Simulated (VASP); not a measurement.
Method: PBE GGA, VASP's PBE PAW potentials (set 64) (plane waves; VASP 6.6.1).

The input files of a VASP run:

INCAR:
```
ISIF = 3   ! ions, shape and volume
LASPH = .TRUE.
LCHARG = .FALSE.
EDIFF = 1E-6   ! SCF stop (eV)
ENCUT = 400   ! plane-wave cut-off (eV)
NELM = 100   ! most electronic steps
GGA = PE   ! PBE
SYSTEM = NaCl
LWAVE = .FALSE.
EDIFFG = -0.01
PREC = Accurate
IBRION = 2   ! conjugate gradients
SIGMA = 0.05
NSW = 60
LREAL = .FALSE.
ALGO = Normal   ! blocked Davidson
ISMEAR = 0   ! Gaussian
```

File POSCAR:
```
NaCl
1
    0.0000000000     2.8394556795     2.8394556795
    2.8394556795     0.0000000000     2.8394556795
    2.8394556795     2.8394556795     0.0000000000
Na Cl
1 1
Direct
  0.0000000000   0.0000000000   0.0000000000
  0.5000000000   0.5000000000   0.5000000000
```

File KPOINTS:
```
Automatic mesh
0
Gamma
7 7 7
0 0 0
```

POTCAR, in this order: Na_pv Cl (PBE.64 set). Program: vasp_std.

The run wrote:

**OUTCAR**
```
 ion  position               nearest neighbor table
   1  0.000  0.000  0.000-
   2  0.500  0.500  0.500-
  LATTYP: Found a face centered cubic cell.
 ALAT       =     5.6789113590
 Subroutine PRICEL returns:
 Original cell was already a primitive cell.
 Subroutine GETGRP returns: Found 48 space group operations
The static configuration has the point symmetry O_h .
The dynamic configuration has the point symmetry O_h .
 Subroutine INISYM returns: Found 48 space group operations
 Subroutine IBZKPT returns following result:
 Found     20 irreducible k-points:

 Following reciprocal coordinates:
            Coordinates               Weight
  0.000000  0.000000  0.000000      1.000000
  0.142857  0.000000  0.000000      8.000000
  0.285714  0.000000  0.000000      8.000000
  0.428571  0.000000  0.000000      8.000000
  0.142857  0.142857  0.000000      6.000000
  0.285714  0.142857  0.000000     24.000000
  0.428571  0.142857  0.000000     24.000000
 -0.428571  0.142857  0.000000     24.000000
 -0.285714  0.142857  0.000000     24.000000
 -0.142857  0.142857  0.000000     12.000000
  0.285714  0.285714  0.000000      6.000000
  0.428571  0.285714  0.000000     24.000000
 -0.428571  0.285714  0.000000     24.000000
 -0.285714  0.285714  0.000000     12.000000
  0.428571  0.428571  0.000000      6.000000
 -0.428571  0.428571  0.000000     12.000000
  0.428571  0.285714  0.142857     24.000000
 -0.428571  0.285714  0.142857     48.000000
 -0.428571  0.428571  0.142857     24.000000
 -0.285714  0.428571  0.142857     24.000000
   k-points           NKPTS =     20   k-points in BZ     NKDIM =     20   number of bands    NBANDS=     11
   number of dos      NEDOS =    301   number of ions     NIONS =      2
   total plane-waves  NPLWV =  21952
   dimension x,y,z NGX =    28 NGY =   28 NGZ =   28
...
```

OSZICAR:
```
       N       E                     dE             d eps       ncg     rms          rms(c)
DAV:   1     0.849707737357E+02    0.84971E+02   -0.66277E+03   448   0.108E+03
DAV:   2     0.279830661056E+00   -0.84691E+02   -0.78864E+02   498   0.246E+02
DAV:   3    -0.682912379798E+01   -0.71090E+01   -0.70708E+01   536   0.752E+01
DAV:   4    -0.697630631476E+01   -0.14718E+00   -0.14703E+00   491   0.120E+01
DAV:   5    -0.697993092721E+01   -0.36246E-02   -0.36244E-02   577   0.188E+00    0.211E+00
DAV:   6    -0.678346845574E+01    0.19646E+00   -0.39916E-01   500   0.417E+00    0.159E+00
DAV:   7    -0.677154699475E+01    0.11921E-01   -0.91340E-02   533   0.200E+00    0.107E+00
DAV:   8    -0.677731042293E+01   -0.57634E-02   -0.98969E-03   455   0.104E+00    0.246E-01
DAV:   9    -0.677726050795E+01    0.49915E-04   -0.19191E-04   545   0.133E-01    0.136E-01
DAV:  10    -0.677742548865E+01   -0.16498E-03   -0.33196E-04   461   0.158E-01    0.497E-02
DAV:  11    -0.677741746701E+01    0.80216E-05   -0.18036E-05   509   0.419E-02    0.954E-03
DAV:  12    -0.677741752685E+01   -0.59835E-07   -0.13801E-06   467   0.126E-02
   1 F= -.67774175E+01 E0= -.67774175E+01  d E =-.677742E+01
```

### OUTCAR
```
------------------------ aborting loop because EDIFF is reached ----------------------------------------
  FORCE on cell =-STRESS in cart. coord.  units (eV):
  Direction    XX          YY          ZZ          XY          YZ          ZX
  --------------------------------------------------------------------------------------
  Total        0.0096521      0.0096521      0.0096521      0.0000000     -0.0000000      0.0000000
  in kB        0.3377511      0.3377511      0.3377511      0.0000000     -0.0000000      0.0000000
  external PRESSURE =       0.3377511 kB  Pullay stress =       0.0000000 kB
  volume of cell :       45.79
      direct lattice vectors                 reciprocal lattice vectors
     0.000000000  2.839455679  2.839455679    -0.176090088  0.176090088  0.176090088
     2.839455679  0.000000000  2.839455679     0.176090088 -0.176090088  0.176090088
     2.839455679  2.839455679  0.000000000     0.176090088  0.176090088 -0.176090088
  FREE ENERGIE OF THE ION-ELECTRON SYSTEM (eV)
  ---------------------------------------------------
  free  energy   TOTEN  =        -6.7774175268 eV

  energy  without entropy=       -6.7774175268  energy(sigma->0) =       -6.77741753

 reached required accuracy - stopping structural energy minimisation
```
(Selected blocks of OUTCAR.)

The compound is NaCl in the rock salt structure. It was relaxed first. The start is the result of an earlier pass.
